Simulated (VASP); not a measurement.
A convergence study with VASP on PdIn (CsCl type): one setting is varied, all else stays as given below, so the limit is that of these other settings.

```xyz
2
Lattice="3.2500 0.0000 0.0000 0.0000 3.2500 0.0000 0.0000 0.0000 3.2500" Properties=species:S:1:pos:R:3 pbc="T T T"
In     1.6250     1.6250     1.6250
Pd     0.0000     0.0000     0.0000
```

Level of theory: PBE GGA, VASP's PBE PAW potentials (set 64) (plane waves; VASP). The tightest run used: 550 eV cut-off, 21×21×21 Γ-centred mesh, tetrahedra with Blöchl corrections, potentials In_d Pd.

**Question.** The settings run are 3×3×3 mesh; 4×4×4 mesh; 5×5×5 mesh; 6×6×6 mesh; 7×7×7 mesh; 8×8×8 mesh; 9×9×9 mesh; 10×10×10 mesh; 11×11×11 mesh; 12×12×12 mesh; 13×13×13 mesh; 14×14×14 mesh; 15×15×15 mesh; 16×16×16 mesh; 17×17×17 mesh; 18×18×18 mesh; 19×19×19 mesh; 20×20×20 mesh; 21×21×21 mesh. From which on does the stress (every component) stay within 0.1 GPa of the tightest run?

**Answer.** From 11×11×11 mesh on: it is off by 0.07 there and by no more than 0.1 in any finer run, while 10×10×10 mesh is off by 0.15.
```tsv
setting	E (eV/atom)	pressure (GPa)	irreducible k-points	difference judged (GPa)
3×3×3 mesh	-4.3754	3.95	4	2.58
4×4×4 mesh	-4.3751	5.84	10	0.68
5×5×5 mesh	-4.3728	6.79	10	0.27
6×6×6 mesh	-4.3633	6.78	20	0.25
7×7×7 mesh	-4.3589	6.81	20	0.28
8×8×8 mesh	-4.3584	6.70	35	0.17
9×9×9 mesh	-4.3559	6.67	35	0.14
10×10×10 mesh	-4.3568	6.67	56	0.15
11×11×11 mesh	-4.3563	6.60	56	0.07
12×12×12 mesh	-4.3557	6.60	84	0.07
13×13×13 mesh	-4.3560	6.57	84	0.05
14×14×14 mesh	-4.3559	6.58	120	0.05
15×15×15 mesh	-4.3560	6.54	120	0.01
16×16×16 mesh	-4.3562	6.55	165	0.02
17×17×17 mesh	-4.3560	6.54	165	0.01
18×18×18 mesh	-4.3557	6.55	220	0.02
19×19×19 mesh	-4.3561	6.53	220	0.00
20×20×20 mesh	-4.3561	6.53	286	0.01
21×21×21 mesh	-4.3560	6.53	286	0.00
```

Left out are rungs that failed or repeat a setting and relaxations that didn't move; long series are thinned to 24 rows.

The compound is PdIn in the CsCl type structure. The cell was not relaxed at this level. The electron count is odd and the run is not spin-polarised, which forces a metal.
